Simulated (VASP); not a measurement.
Data:

```
CELL_PARAMETERS angstrom
      2.98163     0.00000     0.00000
      0.00000     2.98163     0.00000
      0.00000     0.00000     2.98163
ATOMIC_POSITIONS crystal
  Al 0.50000 0.50000 0.50000
  Ru 0.00000 0.00000 0.00000
```

All values below come from r2SCAN meta-GGA, VASP's PBE PAW potentials (set 64) (plane waves; VASP). Run with 480 eV cut-off, 12×12×12 Γ-centred mesh, first-order Methfessel-Paxton smearing of 0.10 eV, potentials Al Ru_pv.

Energy and stress use the plane-wave basis of the starting cell.

Task: The ions, cell shape and volume at an external pressure of 15.0 GPa are relaxed. Predict the relaxed structure.

Result: 
```
CELL_PARAMETERS angstrom
      2.92424     0.00000     0.00000
      0.00000     2.92424     0.00000
      0.00000     0.00000     2.92424
ATOMIC_POSITIONS crystal
  Al 0.50000 0.50000 0.50000
  Ru 0.00000 0.00000 0.00000
```
Space group Pm-3m (221), at a tolerance of 0.03 Å.

Task: How do energy and volume change from the first to the last step?

Result: The energy (σ→0) changes by +33.5 meV/atom and the volume by -5.7 %, in 4 ionic steps.

The compound is RuAl in the CsCl type structure. This run relaxes it under an external pressure of 15 GPa. Symmetry was kept, so distortions that lower it aren't found. The electron count is odd and the run is not spin-polarised, which forces a metal.
